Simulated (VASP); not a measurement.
An input for Quantum ESPRESSO's pw.x (written as the equivalent of a VASP run, and not itself run):

```
&CONTROL
  calculation = 'vc-relax'
  pseudo_dir = './pseudo'
  outdir = './out'
  tprnfor = .true.
  tstress = .true.
  nstep = 60
  forc_conv_thr = 0.00039
/
&SYSTEM
  ibrav = 0
  nat = 2
  ntyp = 2
  ecutwfc = 88
  occupations = 'smearing'
  smearing = 'gaussian'
  degauss = 0.003675
  input_dft = 'pbesol'
/
&ELECTRONS
  conv_thr = 7.3e-08
  electron_maxstep = 100
/
&IONS
/
&CELL
/
ATOMIC_SPECIES
  Be 9.012 Be.upf
  Te 127.600 Te.upf
CELL_PARAMETERS angstrom
     0.0000000    2.8150000    2.8150000
     2.8150000    0.0000000    2.8150000
     2.8150000    2.8150000    0.0000000
ATOMIC_POSITIONS crystal
  Be   0.0000000  0.0000000  0.0000000
  Te   0.7500000  0.7500000  0.7500000
K_POINTS automatic
  7 7 7 0 0 0
```

Question: Write the VASP files for the same calculation (PBEsol).

Answer: Several could match; the one computed here: 
File KPOINTS:
```
Regular mesh
0
gamma
 7 7 7
```

### INCAR
```
PREC = Accurate
ISIF = 3
SIGMA = 0.05   # width (eV)
ISMEAR = 0
EDIFF = 1E-6   # SCF stop (eV)
IBRION = 2   # conjugate gradients
EDIFFG = -0.01   # ionic stop
LMAXMIX = 4   # l cut-off of mixed one-centre charges
ENCUT = 480
LREAL = F   # projection in real space or not
LASPH = T   # aspherical one-centre terms
LWAVE = F
SYSTEM = BeTe
NELM = 100
GGA = PS   # PBEsol
ALGO = Normal   # blocked Davidson
NSW = 60   # most ionic steps
LCHARG = F
```

POSCAR:
```
BeTe
1.0
  0.0000000000   2.8150000000   2.8150000000
  2.8150000000   0.0000000000   2.8150000000
  2.8150000000   2.8150000000   0.0000000000
Be Te
1 1
Cart
  0.0000000000   0.0000000000   0.0000000000
  4.2225000000   4.2225000000   4.2225000000
```

POTCAR, in this order: Be Te (PBE.64 set). Program: vasp_std.

What does not carry over: the potentials are each code's own (VASP's PAW set, PseudoDojo norm-conserving files in pw.x), so ENCUT and ecutwfc are chosen apart and not converted; conv_thr bounds pw.x's estimated SCF error, while EDIFF bounds the energy change between steps; forc_conv_thr acts on force components and is met together with etot_conv_thr.

The compound is BeTe in the zinc blende structure. This run relaxes it. Symmetry was kept, so distortions that lower it aren't found.
